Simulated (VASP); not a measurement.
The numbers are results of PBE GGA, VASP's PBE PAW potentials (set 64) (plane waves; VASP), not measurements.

VASP ran on this input.

### KPOINTS
```
Automatic mesh
0
Gamma
11 11 11
0 0 0
```

**POSCAR**
```
Pb
1.0
  0.0000000000   2.5245000000   2.5245000000
  2.5245000000   0.0000000000   2.5245000000
  2.5245000000   2.5245000000   0.0000000000
Pb
1
Cartesian
  0.0000000000   0.0000000000   0.0000000000
```

### INCAR
```
ALGO = Normal
EDIFF = 1E-6
ENCUT = 400
GGA = PE
ISIF = 2
ISMEAR = 0
LASPH = T
LCHARG = F
LMAXMIX = 4
LREAL = F
LWAVE = F
NELECT = 13.98
NELM = 100
PREC = Accurate
SIGMA = 0.05
SYSTEM = Pb
```

POTCAR, in this order: Pb_d (PBE.64 set). Program: vasp_std.

The resulting files:

**OUTCAR**
```
 ion  position               nearest neighbor table
   1  0.000  0.000  0.000-
  LATTYP: Found a face centered cubic cell.
 ALAT       =     5.0490000000
 Subroutine PRICEL returns:
 Original cell was already a primitive cell.
 Subroutine GETGRP returns: Found 48 space group operations
The static configuration has the point symmetry O_h .
The dynamic configuration has the point symmetry O_h .
 Subroutine INISYM returns: Found 48 space group operations
 Subroutine IBZKPT returns following result:
 Found     56 irreducible k-points:

 Following reciprocal coordinates:
            Coordinates               Weight
  0.000000  0.000000  0.000000      1.000000
  0.090909  0.000000  0.000000      8.000000
  0.181818  0.000000  0.000000      8.000000
  0.272727  0.000000  0.000000      8.000000
  0.363636  0.000000  0.000000      8.000000
  0.454545  0.000000  0.000000      8.000000
  0.090909  0.090909  0.000000      6.000000
  0.181818  0.090909  0.000000     24.000000
  0.272727  0.090909  0.000000     24.000000
  0.363636  0.090909  0.000000     24.000000
  0.454545  0.090909  0.000000     24.000000
 -0.454545  0.090909  0.000000     24.000000
 -0.363636  0.090909  0.000000     24.000000
 -0.272727  0.090909  0.000000     24.000000
 -0.181818  0.090909  0.000000     24.000000
 -0.090909  0.090909  0.000000     12.000000
  0.181818  0.181818  0.000000      6.000000
  0.272727  0.181818  0.000000     24.000000
  0.363636  0.181818  0.000000     24.000000
  0.454545  0.181818  0.000000     24.000000
 -0.454545  0.181818  0.000000     24.000000
 -0.363636  0.181818  0.000000     24.000000
 -0.272727  0.181818  0.000000     24.000000
 -0.181818  0.181818  0.000000     12.000000
  0.272727  0.272727  0.000000      6.000000
...
```

OSZICAR:
```
       N       E                     dE             d eps       ncg     rms          rms(c)
DAV:   1     0.948659020545E+02    0.94866E+02   -0.59269E+03  1251   0.110E+03
DAV:   2     0.671193179062E+00   -0.94195E+02   -0.92452E+02  1265   0.303E+02
DAV:   3    -0.360593897759E+01   -0.42771E+01   -0.42641E+01  1453   0.764E+01
DAV:   4    -0.370411661347E+01   -0.98178E-01   -0.98085E-01  1504   0.128E+01
DAV:   5    -0.370853411386E+01   -0.44175E-02   -0.44173E-02  1549   0.241E+00    0.485E-01
DAV:   6    -0.369916296884E+01    0.93711E-02   -0.16357E-02  1505   0.234E+00    0.248E-01
DAV:   7    -0.369769048864E+01    0.14725E-02   -0.60081E-03  1463   0.134E+00    0.945E-02
DAV:   8    -0.369772468491E+01   -0.34196E-04   -0.37370E-04  1366   0.332E-01    0.118E-02
DAV:   9    -0.369772151152E+01    0.31734E-05   -0.65945E-06  1421   0.276E-02    0.580E-03
DAV:  10    -0.369772097212E+01    0.53940E-06   -0.17542E-06  1325   0.182E-02
   1 F= -.36977210E+01 E0= -.36972376E+01  d E =-.966712E-03
```

OUTCAR:
```
------------------------ aborting loop because EDIFF is reached ----------------------------------------
  FORCE on cell =-STRESS in cart. coord.  units (eV):
  Direction    XX          YY          ZZ          XY          YZ          ZX
  --------------------------------------------------------------------------------------
  Total       -0.3281445     -0.3281445     -0.3281445      0.0000000     -0.0000000      0.0000000
  in kB      -16.3387786    -16.3387786    -16.3387786      0.0000000     -0.0000000      0.0000000
  external PRESSURE =     -16.3387786 kB  Pullay stress =       0.0000000 kB
  volume of cell :       32.18
      direct lattice vectors                 reciprocal lattice vectors
     0.000000000  2.524500000  2.524500000    -0.198059022  0.198059022  0.198059022
     2.524500000  0.000000000  2.524500000     0.198059022 -0.198059022  0.198059022
     2.524500000  2.524500000  0.000000000     0.198059022  0.198059022 -0.198059022
 POSITION                                       TOTAL-FORCE (eV/Angst)
 -----------------------------------------------------------------------------------
      0.00000      0.00000      0.00000        -0.000000     -0.000000      0.000000
 -----------------------------------------------------------------------------------
    total drift:                               -0.000000      0.000000     -0.000000
  FREE ENERGIE OF THE ION-ELECTRON SYSTEM (eV)
  ---------------------------------------------------
  free  energy   TOTEN  =        -3.6977209721 eV

  energy  without entropy=       -3.6967542596  energy(sigma->0) =       -3.69723762
```
(Selected blocks of OUTCAR.)

The cell is charged, with a uniform compensating background.

The compound is Pb in the fcc structure. The cell was not relaxed at this level. The run is one of a series of settings (ISMEAR = 0, NELECT = 13.98, SIGMA = 0.05 against the base run), some of them coarse on purpose.
